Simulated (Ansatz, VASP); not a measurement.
**Cross-check of MoS2 between VASP and Ansatz**

Wanted: the spread between two codes on one cell, functional and k mesh. The structure shown is the start of the Ansatz relaxation below; VASP solves that cell, so the two are compared at the walk's first step.

Main program and level: Ansatz 0.2.0; plane waves, with VASP 6.6.1 beside it; single point at PBE with D3(BJ).

**1. The structure**

The structure is hexagonal, space group P6_3/mmc (No. 194). Conventional cell: a = 3.077 Å, b = 3.077 Å, c = 11.395 Å, α = 90.00°, β = 90.00°, γ = 120.00°. S has 3 Mo at 2.36 Å nearest. Mo has 6 S at 2.36 Å nearest. Farther neighbours and most contacts between anions are not listed.

**2. Ansatz: relaxation, PBE with D3(BJ)**

Ansatz runs on its PAW soft_1 files.

The two programs are compared at the cell with which this relaxation starts, whose forces are those of its first step.

input.yaml reads:

```yaml
crystal:
  lattice:
    - [3.0774627902, 0.0, 0.0]
    - [-1.5387313951, 2.6651609555, 0.0]
    - [0.0, 0.0, 11.3951978616]
  atoms:
    - { symbol: S, position: [0.3333333333, 0.6666666667, 0.6132556996] }
    - { symbol: S, position: [0.6666666667, 0.3333333333, 0.1132556996] }
    - { symbol: S, position: [0.3333333333, 0.6666666667, 0.8867443004] }
    - { symbol: S, position: [0.6666666667, 0.3333333333, 0.3867443004] }
    - { symbol: Mo, position: [0.3333333333, 0.6666666667, 0.25] }
    - { symbol: Mo, position: [0.6666666667, 0.3333333333, 0.75] }
kpoints:
  mp_grid: { grid: [12, 12, 4] }
hamiltonian:
  xc: pbe
  dispersion: d3bj
  pseudopotentials: { kind: paw, azcp: { folder: soft_1 } }
scf:
  occupations: { method: gaussian, width: 0.02 }
output:
  forces: true
  stress: true
  eigenvalues: true
relax:
  adjacent_minimum: "off"
  f_tol: 0.001
  max_steps: 60
  cell: { stress_tol: 0.01, fix: [volume] }
```

Started as:

```console
$ ansatz run input.yaml --threads 4 --pin off --max-ram 16384MiB --backend cpu --events-out ev --progress --plain --runs-dir out
```

Numbers of over 12 decimals in the logs are rounded to 6 here.

The program printed:

```text
Engine: ansatz 0.2.0, aarch64-unknown-linux-gnu
Pseudopotentials: kind: paw
Pseudopotential: S, paw, valence charge 6, recommended cutoff 420 eV (normal), soft_1/S.paw.azcp
Pseudopotential: Mo, paw, valence charge 14, recommended cutoff 420 eV (normal), soft_1/Mo.paw.azcp
Functional definition: PBE
  parameter kappa = 0.804
  parameter beta = 0.066725
  exchange = pbe_x(kappa = kappa, mu = beta*pi^2/3)
  correlation = pbe_c(beta = beta)
Crystal: 6 atoms, lattice volume = 93.463 Å³
Basis set: ecut = 420 eV, 1827 PW (Γ), exchange–correlation on 48×48×160 points (8 copies of the dense FFT grid, shifted against one another)
Bands: 32, of which v1, the nominal top of the filled ones, is band 26 counted from 1 (25 counted from 0)
Symmetry: 24 space group operations
Space group: P63/mmc (ITA 194), of the structure as read, at distance tolerance 4.5e-5 Å
k-points: 57 of 576
Non-local potential: S, projectors of the file, l = 0: 2, l = 1: 2, l = 2: 1
Non-local potential: Mo, projectors of the file, l = 0: 3, l = 1: 2, l = 2: 2, l = 3: 1
PAW form: soft (Blöchl's): semilocal exchange-correlation on the pseudo side does not see the compensation charge
PAW one-centre angular grid: S, 110 points (default); XC on 64 Gauss nodes
PAW one-centre angular grid: Mo, 590 points (default); XC on 64 Gauss nodes
Initial density: superposition of atomic densities (chi_scale 0.1, normalization cell, long waves kept (reshape's long-wave potential 0.05 eV rms))
Initial wavefunctions: pseudopotential atomic-orbital guess
Functional: x = pbe(κ = 0.804, μ = 0.219515), c = pbe(β = 0.066725)
SCF iter   1: F=—  HF=-13529.440655 eV  |F-HF|=—  |Δ(HF+E_count)|=         —  Δρ=6.22e-2  dr2=4.67e0  ethr=3.10e-3  ⟨swp⟩=9.0  Hψ=9954  notcnv=0
preconditioner: auto → Resta (q_TF=auto, 2.474 Å⁻¹)  ε∞=8.3  [insulator: Δε(μ)=0.228 eV  Ē_g=8.526 eV  σ=0.020 eV  W_gap=1.00  n_scr=26 (ndim 8)  ℏωp=23.0 eV  f_vac=0.000  D(μ)=0.00/eV (n_scr^D=0)  ε∞_Penn≈8.3]
SCF iter   2: F=—  HF=-13528.307247 eV  |F-HF|=—  |Δ(HF+E_count)|=    1.13e0  Δρ=3.29e-2  dr2=1.32e0  ethr=3.10e-3  ⟨swp⟩=2.3  Hψ=3345  notcnv=0  defer=82
SCF iter   3: F=—  HF=-13527.923178 eV  |F-HF|=—  |Δ(HF+E_count)|=   3.84e-1  Δρ=5.62e-3  dr2=3.31e-2  ethr=2.54e-3  ⟨swp⟩=2.7  Hψ=3031  notcnv=0  defer=82
SCF iter   4: F=—  HF=-13527.923160 eV  |F-HF|=—  |Δ(HF+E_count)|=   1.77e-5  Δρ=1.29e-3  dr2=2.50e-3  ethr=6.36e-5  ⟨swp⟩=2.2  Hψ=3035  notcnv=0  defer=82
SCF iter   5: F=—  HF=-13527.924198 eV  |F-HF|=—  |Δ(HF+E_count)|=   1.04e-3  Δρ=4.25e-4  dr2=1.62e-4  ethr=4.80e-6  ⟨swp⟩=2.2  Hψ=3245  notcnv=0  defer=82
SCF iter   6: F=—  HF=-13527.924308 eV  |F-HF|=—  |Δ(HF+E_count)|=   1.10e-4  Δρ=6.94e-5  dr2=5.15e-6  ethr=3.12e-7  ⟨swp⟩=2.1  Hψ=2816  notcnv=0  defer=82
SCF iter   7: F=—  HF=-13527.924399 eV  |F-HF|=—  |Δ(HF+E_count)|=   9.05e-5  Δρ=1.74e-5  dr2=2.77e-7  ethr=9.90e-9  ⟨swp⟩=2.0  Hψ=2860  notcnv=0  defer=82
SCF iter   8: F=-13527.924399 eV  HF=-13527.924399 eV  |F-HF|=4.78e-9  |Δ(HF+E_count)|=   4.59e-7  Δρ=2.81e-6  dr2=6.17e-9  ethr=1.92e-10  ⟨swp⟩=11.8  Hψ=8945  notcnv=0
SCF 1 converged in 8 iterations: F = -13527.924399 eV  dr2 = 6.17e-9
  greatest PAW one-centre occupation: 0.999 electrons in one spin orbital (limit 2), on the Mo atom at site 5 (counted from 0), in its partial waves of l = 0
relax step   1: F+E_penalty+E_count = -13527.92439920 eV  Δ(F+E_penalty+E_count) = +0.000e0 eV  max|allowed force component| = 3.687e-1 eV/Å  Δτ_max = 0.0000 Å  P = +10.448 GPa  Ω = 93.463 Å³  fix = [volume]  reactions: volume +10.448 GPa  (8 SCF iters, dr2 threshold 1.00e-7 eV, accepted)
[...]
relax step   5: F+E_penalty+E_count = -13527.93760735 eV  Δ(F+E_penalty+E_count) = -1.183e-6 eV  max|allowed force component| = 1.137e-6 eV/Å  Δτ_max = 0.0001 Å  P = +8.390 GPa  Ω = 93.463 Å³  fix = [volume]  reactions: volume +8.390 GPa  (7 SCF iters, dr2 threshold 7.70e-10 eV, accepted)
[...]
relax step   6: F+E_penalty+E_count = -13527.93760739 eV  Δ(F+E_penalty+E_count) = -3.652e-8 eV  max|allowed force component| = 4.350e-6 eV/Å  Δτ_max = 0.0000 Å  P = +8.389 GPa  Ω = 93.463 Å³  fix = [volume]  reactions: volume +8.389 GPa  stress off target by 9.56e-5 GPa on what of the cell is left free  SCF on the basis re-selected at this cell (its energy is not comparable with the rows above)  (9 SCF iters)
basis re-selected at this cell: Δ(F+E_penalty+E_count) = -3.652e-8 eV, ΔP = -0.001 GPa vs the last step (what re-selecting the basis moved, of the pressure what is left beyond the Pulay correction that the steps carried, after the strain that the cell walked since its last selection, with what the two solves' SCF thresholds leave and, on support functions, any second-order correction that the steps lacked; it is no m [...]
SCF converged after 9 iterations
Free energy (F): -13527.937607 eV
Harris-Foulkes:  -13527.937607 eV  (|F-HF|=1.82e-12)
Internal energy: -13527.937607 eV  (E = F + TS)
E sigma→0 (E₀):  -13527.937607 eV
Fermi energy:    13.749704 eV
--- Per-component energies (eV) ---
  E_band       = -195.529215
  E_kinetic    = 1280.010489
  E_local      = -3238.521980  (includes V_loc(G=0)·N_el)
  E_nonlocal   = 434.729075
  E_hartree    = 1231.887040
  E_xc         = -713.330759
  E_vxc        = -777.567137  (∫ρ·V_xc dr)
  E_paw        = -8857.917410  (= ΣΔE_a)
  E_vpaw       = -357.953832  (= ΣTr[D̂ρ^β])
  E_aug_tail   = 0.000089  (compensation charges beyond the density's cutoff)
  E_ewald      = -3661.861432
  E_disp       = -2.932721  (pairwise vdW)
  E_smearing   = -0.000000  (= −TS)
  E_closure    = 0.000000  (closes the sum)
  Σ components = -13527.937607   (vs F -13527.937607, Δ=0.00e0)
--- Forces (eV/Å), atoms counted from 1 ---
  atom   1  S      0.00000000     0.00000000    -0.00000435
  atom   2  S     -0.00000000    -0.00000000    -0.00000435
  atom   3  S      0.00000000     0.00000000     0.00000435
  atom   4  S     -0.00000000    -0.00000000     0.00000435
  atom   5  Mo     0.00000000    -0.00000000     0.00000000
  atom   6  Mo    -0.00000000     0.00000000    -0.00000000
  max |Σ_I F_I| component: 5.78e-18 eV/Å
--- Stress (GPa, compression-positive) ---
        8.388840       0.000000       0.000000
       -0.000000       8.388840       0.000000
        0.000000       0.000000       8.388983
  P = ⅓ Tr σ = 8.3889 GPa (83.889 kbar)
--- Band table (eV; the first three rows and the last of 57) ---
  k-point 0: bands = [... 22 lower, 11.2593, 11.7618, 12.8192, 13.5778, 15.4956, 15.4956, 15.5016, 15.5016, ... 2 higher]
  k-point 1: bands = [... 22 lower, 11.2379, 11.3142, 13.0640, 13.5281, 15.4735, 15.4735, 15.4919, 15.4919, ... 2 higher]
  k-point 2: bands = [... 22 lower, 11.1864, 11.1864, 13.3624, 13.3624, 15.4739, 15.4739, 15.4739, 15.4739, ... 2 higher]
  k-point 56: bands = [... 22 lower, 10.2234, 10.2234, 12.5046, 12.5046, 14.6172, 14.6172, 15.3940, 15.3940, ... 2 higher]
--- Relaxed structure (5 steps of the walk, 5 accepted, 1 SCFs on fresh bases) ---
  F+E_penalty+E_count = -13527.93760739 eV   max|allowed force component| = 4.350e-6 eV/Å   (the final SCF, on the basis selected at the relaxed cell)
  cell:  # Å, volume = 93.4627 Å³
    - [3.083627, 0, 0]
    - [-1.541813, 2.670499, 0]
    - [0, 0, 11.349688]
  atoms:
    - { symbol: S, position: [0.333333, 0.666667, 0.611581] }
    - { symbol: S, position: [0.666667, 0.333333, 0.111581] }
    - { symbol: S, position: [0.333333, 0.666667, 0.888419] }
    - { symbol: S, position: [0.666667, 0.333333, 0.388419] }
    - { symbol: Mo, position: [0.333333, 0.666667, 0.25] }
    - { symbol: Mo, position: [0.666667, 0.333333, 0.750000] }
```

**3. VASP: single point, PBE with D3(BJ), start cell, pair 1**

The same cell, functional, mesh and smearing now go to VASP, with its own data sets.

Lines of VASP's logs that name or quote its potential files are left out, and so is its time.

INCAR reads:

```
SYSTEM = MoS2
PREC = Accurate
ENCUT = 400
EDIFF = 1E-06
NELM = 120
ISMEAR = 0
SIGMA = 0.02
LREAL = .FALSE.
ALGO = Normal
GGA = PE
IVDW = 12
NBANDS = 32
LASPH = .TRUE.
LORBIT = 11
LWAVE = .FALSE.
LCHARG = .FALSE.
ISIF = 2
GGA_COMPAT = .FALSE.
EFERMI = MIDGAP
KPAR = 2
```

POSCAR reads:

```
MoS2
1.0
    3.0774630000      0.0000000000      0.0000000000
   -1.5387310000      2.6651610000      0.0000000000
    0.0000000000      0.0000000000     11.3951980000
S Mo
4 2
Direct
    0.3333332250      0.6666666667      0.6132556889
    0.6666664500      0.3333333333      0.1132556889
    0.3333332250      0.6666666667      0.8867443111
    0.6666664500      0.3333333333      0.3867443111
    0.3333332250      0.6666666667      0.2499999561
    0.6666664500      0.3333333333      0.7499999561
```

KPOINTS reads:

```
Automatic mesh
0
Gamma
12 12 4
0 0 0
```

PAW data sets: S and Mo_sv (PBE family, release 64).

Started as:

```console
$ mpirun -np 2 vasp_std
```

The program printed:

```text
[banner, memory and clock lines left out]
running    2 mpi-ranks, on    1 nodes
 distrk:  each k-point on    1 cores,    2 groups
 distr:  one band on    1 cores,    1 groups

 POSCAR found type information on POSCAR S Mo
 POSCAR found :  2 types and       6 ions
 LDA part: xc-table for (Slater+PW92), standard interpolation
 POSCAR, INCAR and KPOINTS ok, starting setup
 FFT: planning ... GRIDC
 FFT: planning ... GRID_SOFT
 FFT: planning ... GRID
 WAVECAR not read
 entering main loop
       N       E                     dE             d eps       ncg     rms          rms(c)
DAV:   1     0.392261454565E+03    0.39226E+03   -0.26339E+04  4080   0.128E+03
DAV:   2    -0.253438044443E+02   -0.41761E+03   -0.40659E+03  4488   0.365E+02
DAV:   3    -0.452202535452E+02   -0.19876E+02   -0.19710E+02  4664   0.718E+01
DAV:   4    -0.455838576732E+02   -0.36360E+00   -0.36268E+00  4472   0.984E+00
DAV:   5    -0.455930019765E+02   -0.91443E-02   -0.91391E-02  4632   0.140E+00    0.391E+01
DAV:   6    -0.435792428718E+02    0.20138E+01   -0.15515E+01  4048   0.226E+01    0.144E+01
DAV:   7    -0.433283749544E+02    0.25087E+00   -0.73035E+00  4016   0.143E+01    0.905E+00
DAV:   8    -0.429845572013E+02    0.34382E+00   -0.14422E+00  4448   0.694E+00    0.342E+00
DAV:   9    -0.429999206699E+02   -0.15363E-01   -0.14564E-01  4720   0.181E+00    0.156E+00
DAV:  10    -0.429894812957E+02    0.10439E-01   -0.65730E-02  4384   0.149E+00    0.276E-01
DAV:  11    -0.429895204583E+02   -0.39163E-04   -0.31889E-03  4536   0.316E-01    0.179E-01
DAV:  12    -0.429894658197E+02    0.54639E-04   -0.23964E-04  4376   0.793E-02    0.106E-01
DAV:  13    -0.429894629760E+02    0.28437E-05   -0.22934E-04  4696   0.783E-02    0.239E-02
DAV:  14    -0.429894622161E+02    0.75991E-06   -0.23455E-05  4328   0.281E-02    0.241E-02
DAV:  15    -0.429894620691E+02    0.14699E-06   -0.14422E-06  3232   0.718E-03
   1 F= -.45920386E+02 E0= -.45920386E+02  d E =-.176879E-50
```

From OUTCAR (step 3):

```text
ion  position               nearest neighbor table
   1  0.333  0.667  0.613-   6 2.36   6 2.36   6 2.36
   2  0.667  0.333  0.113-   5 2.36   5 2.36   5 2.36
   3  0.333  0.667  0.887-   6 2.36   6 2.36   6 2.36
   4  0.667  0.333  0.387-   5 2.36   5 2.36   5 2.36
   5  0.333  0.667  0.250-   2 2.36   2 2.36   2 2.36   4 2.36   4 2.36   4 2.36
   6  0.667  0.333  0.750-   1 2.36   1 2.36   1 2.36   3 2.36   3 2.36   3 2.36

  LATTYP: Found a hexagonal cell.
 ALAT       =     3.0774630000
 C/A-ratio  =     3.7027896030

 Subroutine GETGRP returns: Found 24 space group operations
 (whereof 12 operations were pure point group operations)

The static configuration has the point symmetry D_3d.
 The point group associated with its full space group is D_6h.

 Found     57 irreducible k-points:

   k-points           NKPTS =     57   k-points in BZ     NKDIM =     57   number of bands    NBANDS=     32

   dimension x,y,z NGX =    20 NGY =   20 NGZ =   80
   dimension x,y,z NGXF=    40 NGYF=   40 NGZF=  160

   ENCUT  =  400.0 eV  29.40 Ry    5.42 a.u.   5.02  5.02 18.58*2*pi/ulx,y,z

   NELECT =      52.0000    total number of electrons

 k-points in reciprocal lattice and weights: Automatic mesh
   0.00000000  0.00000000  0.00000000       0.002
   0.08333333  0.00000000  0.00000000       0.010
   0.16666667  0.00000000  0.00000000       0.010
   0.25000000  0.00000000  0.00000000       0.010
   0.33333333  0.00000000  0.00000000       0.010
   0.41666667  0.00000000  0.00000000       0.010
   0.50000000  0.00000000  0.00000000       0.005
   0.08333333  0.08333333  0.00000000       0.010
   0.16666667  0.08333333  0.00000000       0.021
[...]
0.33333333  0.25000000  0.50000000       0.021
   0.33333333  0.33333333  0.50000000       0.003

 average (electrostatic) potential at core
       1 -82.7035       2 -82.7035       3 -82.7035       4 -82.7035       5 -72.7347
       6 -72.7347

 E-fermi :   9.8641

 k-point     1 :       0.0000    0.0000    0.0000
  band No.  band energies     occupation
    ...
     22       7.2983      2.00000
     23       7.2983      2.00000
     24       7.8721      2.00000
     25       8.8111      2.00000
     26       9.6563      2.00000
     27      11.6339      0.00000
     28      11.6339      0.00000
     29      11.6795      0.00000
     30      11.6795      0.00000
     31      11.6978      0.00000
    ...

 k-point     2 :       0.0833    0.0000    0.0000
  band No.  band energies     occupation
    ...
     22       7.1163      2.00000
     23       7.3450      2.00000
     24       7.9073      2.00000
     25       8.8157      2.00000
     26       9.3152      2.00000
     27      11.5217      0.00000
     28      11.5551      0.00000
     29      11.6013      0.00000
     30      11.6349      0.00000
     31      11.7910      0.00000
    ...

 k-point     3 :       0.1667    0.0000    0.0000
  band No.  band energies     occupation
    ...
     22       6.6901      2.00000
     23       7.2705      2.00000
     24       7.9378      2.00000
     25       8.4435      2.00000
     26       8.4936      2.00000
     27      11.0191      0.00000
     28      11.1956      0.00000
     29      11.4412      0.00000
     30      11.7101      0.00000
     31      11.7570      0.00000
    ...

 Edisp (eV)   -2.93092

  Total       5.68193     5.68193     6.02967     0.00000    -0.00000     0.00000
  in kB      97.40211    97.40210   103.36316     0.00002    -0.00000     0.00000
  external pressure =       99.39 kB  Pullay stress =        0.00 kB

  energy-cutoff  :      400.00
  volume of cell :       93.46
      direct lattice vectors                 reciprocal lattice vectors
     3.077463000  0.000000000  0.000000000     0.324942981  0.187605866  0.000000000
    -1.538731000  2.665161000  0.000000000     0.000000000  0.375211854  0.000000000
     0.000000000  0.000000000 11.395198000     0.000000000  0.000000000  0.087756264

 POSITION                                       TOTAL-FORCE (eV/Angst)
 -----------------------------------------------------------------------------------
     -0.00000      1.77677      6.98817         0.000000      0.000000     -0.350395
      1.53873      0.88839      1.29057        -0.000000      0.000000     -0.350395
     -0.00000      1.77677     10.10463         0.000000      0.000000      0.350395
      1.53873      0.88839      4.40703        -0.000000      0.000000      0.350395
     -0.00000      1.77677      2.84880        -0.000000      0.000000     -0.000000
      1.53873      0.88839      8.54640         0.000000     -0.000000     -0.000000
 -----------------------------------------------------------------------------------
    total drift:                                0.002525      0.000113      0.000707

  FREE ENERGIE OF THE ION-ELECTRON SYSTEM (eV)
  ---------------------------------------------------
  free  energy   TOTEN  =       -45.9203859316 eV

  energy  without entropy=      -45.9203859316  energy(sigma->0) =      -45.92038593

 total charge
# of ion       s       p       d       tot
------------------------------------------
    1        1.370   2.364   0.000   3.734
    2        1.370   2.364   0.000   3.734
    3        1.370   2.364   0.000   3.734
    4        1.370   2.364   0.000   3.734
    5        2.309   6.251   4.062  12.623
    6        2.309   6.251   4.062  12.623
--------------------------------------------------
tot         10.097  21.959   8.124  40.181

[... 3 further parts left out ...]
```

This run has no spin polarisation, so a moment on Mo, if there is one, isn't seen.

**4. Side by side**

Known differences besides the potentials themselves: the cutoff is 420 eV in Ansatz and 400 eV in VASP. Total energies have different zeros and are not compared.

Forces (eV/Å; atoms numbered as in POSCAR):

| atom | Ansatz x, y, z | VASP x, y, z |
| --- | --- | --- |
| S1 | 0.000, 0.000, -0.369 | 0.000, 0.000, -0.350 |
| S2 | 0.000, 0.000, -0.369 | 0.000, 0.000, -0.350 |
| S3 | 0.000, 0.000, 0.369 | 0.000, 0.000, 0.350 |
| S4 | 0.000, 0.000, 0.369 | 0.000, 0.000, 0.350 |
| Mo5 | 0.000, 0.000, 0.000 | 0.000, 0.000, 0.000 |
| Mo6 | 0.000, 0.000, 0.000 | 0.000, 0.000, 0.000 |

The forces differ by 8.6 meV/Å r.m.s., which is 5.2 % of the r.m.s. force of 0.165 eV/Å (both taken over all components).

**5. What the set-up changes**

Further runs change the set-up of one program: Ansatz's method, potentials or start, or VASP's data sets, cutoff or form of LDA. The table gives that difference for each run.

```csv
run,r.m.s. force difference (meV/Å)
as above,8.6
VASP with a cutoff of 500 eV (perhaps on Ansatz's relaxed cell),9.7
```

**6. Ansatz: relaxation, PBE with D3(BJ)**

The two programs are compared at the cell with which this relaxation starts, whose forces are those of its first step. The cell compared in this pair holds 95.54 Å³, against 93.46 Å³ for the pair before.

The structure compared here is the start of the Ansatz relaxation; VASP solves that cell, so the two are compared at the walk's first step.

input.yaml, the sections that differ from step 2:

```yaml
crystal:
  lattice:
    - [3.0927024933, 0.0, 0.0]
    - [-1.5463512467, 2.6783589256, 0.0]
    - [0.0, 0.0, 11.5339089987]
  atoms:
    - { symbol: S, position: [0.3333333333, 0.6666666667, 0.614980555] }
    - { symbol: S, position: [0.6666666667, 0.3333333333, 0.114980555] }
    - { symbol: S, position: [0.3333333333, 0.6666666667, 0.885019445] }
    - { symbol: S, position: [0.6666666667, 0.3333333333, 0.385019445] }
    - { symbol: Mo, position: [0.3333333333, 0.6666666667, 0.25] }
    - { symbol: Mo, position: [0.6666666667, 0.3333333333, 0.75] }
# kpoints, hamiltonian, scf, output, relax: as in step 2
```

Started as:

```console
$ ansatz run input.yaml --threads 4 --pin off --max-ram 16384MiB --backend cpu --events-out ev --progress --plain --runs-dir out
```

The program printed:

```text
[...]
Crystal: 6 atoms, lattice volume = 95.540 Å³
Basis set: ecut = 420 eV, 1863 PW (Γ), exchange–correlation on 48×48×160 points (8 copies of the dense FFT grid, shifted against one another)
Bands: 32, of which v1, the nominal top of the filled ones, is band 26 counted from 1 (25 counted from 0)
Symmetry: 24 space group operations
[...]
k-points: 57 of 576
[...]
- [-1.550046, 2.684758, 0]
    - [-5.087184897779203e-19, 0, 11.478989]
  atoms:
    - { symbol: S, position: [0.333333, 0.666667, 0.613256] }
    - { symbol: S, position: [0.666667, 0.333333, 0.113256] }
    - { symbol: S, position: [0.333333, 0.666667, 0.886744] }
    - { symbol: S, position: [0.666667, 0.333333, 0.386744] }
    - { symbol: Mo, position: [0.333333, 0.666667, 0.250000] }
    - { symbol: Mo, position: [0.666667, 0.333333, 0.750000] }
[key lines of the parts left out:]
SCF converged after 9 iterations
Free energy (F): -13528.030872 eV
Fermi energy:    13.341388 eV
P = ⅓ Tr σ = 6.0611 GPa (60.611 kbar)
```

[end of part 1 of 2]

[Lines on the potential files, build, host, timing and source positions are cut from VASP's logs without a mark.]

[Logs are printed without paths, hosts, clocks, repeated set-up lines and the standing remarks that a program may print on its own settings, such as how far it seeks lower states.]

[Hosts, paths, dates, database ids (printed as entryN), source tags and the programs' standing remarks are cut or masked in the printed files.]

[Rows of further runs with another cutoff or data set may stand on the cell that Ansatz relaxed, not on the start cell of the pair above them.]
